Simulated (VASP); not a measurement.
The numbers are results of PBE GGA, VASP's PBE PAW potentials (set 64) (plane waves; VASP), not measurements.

Input for VASP

**INCAR**
```
SYSTEM  =  B
PREC  =  Accurate; ENCUT  =  400; LREAL  =  F
LASPH  =  T
EDIFF  =  1E-8; NELM  =  100; ALGO  =  Normal
ISMEAR  =  -1; SIGMA  =  0.1
GGA  =  PE
IBRION  =  8; NSW  =  1; ISIF  =  2
LWAVE  =  F; LCHARG  =  F
LEPSILON  =  T
```

POSCAR:
```
B
1
    1.8371280000     0.0000000000     0.0000000000
    0.0000000000     1.8371280000     0.0000000000
    0.0000000000     0.0000000000     1.8371280000
B
1
Direct
  0.0000000000   0.0000000000   0.0000000000
```

KPOINTS:
```
Automatic mesh
0
Gamma
12 12 12
0 0 0
```

POTCAR, in this order: B (PBE.64 set). Program: vasp_std.

At this cut-off the stress carries a Pulay error, which pulls relaxed volumes low.

Task: What does the run give for the energy per atom (σ→0), pressure, band gap (on the k-mesh)?

Result: 
The energy per atom (σ→0) is -536.6 kJ/mol-atom and the band gap (on the k-mesh) comes out as none (metal, semimetal or under 0.01 eV). The pressure comes out as 21.71 GPa.

OSZICAR:
```
...
RMM:   2    -0.282472553628E-01   -0.95543E-04   -0.21164E-05  2976   0.371E-02    0.415E-02
RMM:   3    -0.283507759541E-01   -0.10352E-03   -0.28080E-06  2752   0.178E-02    0.244E-02
RMM:   4    -0.285318891309E-01   -0.18111E-03   -0.48848E-06  2688   0.236E-02    0.285E-03
RMM:   5    -0.285339894148E-01   -0.21003E-05   -0.49780E-08  3070   0.274E-03    0.102E-04
RMM:   6    -0.285340687593E-01   -0.79344E-07   -0.50814E-11  3081   0.859E-05    0.405E-05
RMM:   7    -0.285341257869E-01   -0.57028E-07   -0.15784E-11  3068   0.521E-05    0.246E-06
RMM:   8    -0.285341277739E-01   -0.19870E-08   -0.45670E-13  2129   0.134E-06    0.100E-06
 Linear response finished
```

The structure was generated: B was put into an ordered model structure, which need not be its known phase. The cell was not relaxed at this level. The run is one of a series of settings (EDIFF = 1E-8, IBRION = 8, LEPSILON = .TRUE., NSW = 1 against the base run), some of them coarse on purpose.
